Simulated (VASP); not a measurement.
Computed with r2SCAN meta-GGA, VASP's PBE PAW potentials (set 64) (plane waves; VASP).

VASP ran on this input.

### POSCAR
```
Al
1
    0.0000000000     1.9910371782     1.9910371782
    1.9910371782     0.0000000000     1.9910371782
    1.9910371782     1.9910371782     0.0000000000
Al
1
Direct
  0.0000000000   0.0000000000   0.0000000000
```

### KPOINTS
```
Automatic mesh
0
Gamma
14 14 14
0 0 0
```

INCAR:
```
! general
SYSTEM =Al
PREC   =Accurate
ENCUT  =400
LREAL  =.FALSE.
LASPH  =.TRUE.

! electronic loop
EDIFF  =1E-6
NELM   =100
ALGO   =Normal
LMIXTAU=.TRUE.

! smearing
ISMEAR =1
SIGMA  =0.1

! functional
METAGGA=R2SCAN

! ions
IBRION =2
NSW    =60
ISIF   =3
EDIFFG =-0.01

! output
LWAVE  =.FALSE.
LCHARG =.FALSE.
```

POTCAR, in this order: Al (PBE.64 set). Program: vasp_std.

### Question
Predict the energy per atom (σ→0), band gap (on the k-mesh).

### Answer

| Item | Result |
|---|---|
| energy per atom (σ→0) | -6.733 eV/atom |
| band gap (on the k-mesh) | none (metal, semimetal or under 0.01 eV) |

OSZICAR:
```
...
DAV:  11    -0.673528289075E+01   -0.12740E-02   -0.18724E-04  1340   0.108E-01    0.143E-01
DAV:  12    -0.673333867286E+01    0.19442E-02   -0.32623E-04  1240   0.132E-01    0.540E-02
DAV:  13    -0.673333954123E+01   -0.86837E-06   -0.81838E-05  1400   0.827E-02    0.539E-02
DAV:  14    -0.673335921685E+01   -0.19676E-04   -0.64839E-06  1075   0.302E-02    0.690E-02
DAV:  15    -0.673334962723E+01    0.95896E-05   -0.66656E-06  1195   0.256E-02    0.849E-02
DAV:  16    -0.673334763802E+01    0.19892E-05   -0.94047E-06  1285   0.297E-02    0.816E-02
DAV:  17    -0.673334808535E+01   -0.44733E-06   -0.10372E-06  1185   0.102E-02
   1 F= -.67333481E+01 E0= -.67331916E+01  d E =-.673335E+01
```

The compound is Al in the fcc structure. It was relaxed first. The start is the result of an earlier pass.
